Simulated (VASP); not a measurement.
A convergence study with VASP on CdSe (zinc blende): one setting is varied, all else stays as given below, so the limit is that of these other settings. Each run relaxes cell and ions; the cell shown is the tightest run's result. The basis is that of the starting cell, so low cut-offs carry a Pulay error.

```
CELL_PARAMETERS angstrom
      0.00000     3.10274     3.10274
      3.10274     0.00000     3.10274
      3.10274     3.10274     0.00000
ATOMIC_POSITIONS crystal
  Cd 0.00000 0.00000 0.00000
  Se 0.25000 0.25000 0.25000
```

Level of theory: PBE GGA, VASP's PBE PAW potentials (set 64) (plane waves; VASP). The tightest run used: 700 eV cut-off, 7×7×7 Γ-centred mesh, Gaussian smearing of 0.050 eV, potentials Cd Se.

The reference is ENCUT = 700, which took about 50 core-seconds. The timings are rough (shared machines, no repeats); factors under 2 mean little.

### Question
Of the settings ENCUT = 200; ENCUT = 250; ENCUT = 300; ENCUT = 350; ENCUT = 400; ENCUT = 450; ENCUT = 500; ENCUT = 550; ENCUT = 600; ENCUT = 650; ENCUT = 700, which is the lowest that keeps the difference from the reference in relaxed volume (Å³/atom) within 0.05 from there on, and what does it cost?

### Answer
ENCUT = 500; its cost over the reference is within a factor of 2.
| setting | difference in relaxed volume (Å³/atom) | cost over the reference |
|---|---|---|
| ENCUT = 200 | 6.573 | about 1/2 |
| ENCUT = 250 | 2.377 | about 1/4 |
| ENCUT = 300 | 0.141 | about 1/4 |
| ENCUT = 350 | 0.126 | about 1/3 |
| ENCUT = 400 | 0.254 | about 1/3 |
| ENCUT = 450 | 0.126 | about 1/2 |
| ENCUT = 500 | 0.006 | within a factor of 2 |
| ENCUT = 550 | 0.019 | within a factor of 2 |
| ENCUT = 600 | 0.000 | within a factor of 2 |
| ENCUT = 650 | 0.009 | within a factor of 2 |
| ENCUT = 700 | 0.000 | reference |

Left out are rungs that failed or repeat a setting and relaxations that didn't move; long series are thinned to 24 rows.

The compound is CdSe in the zinc blende structure, whereas wurtzite is the usual form.
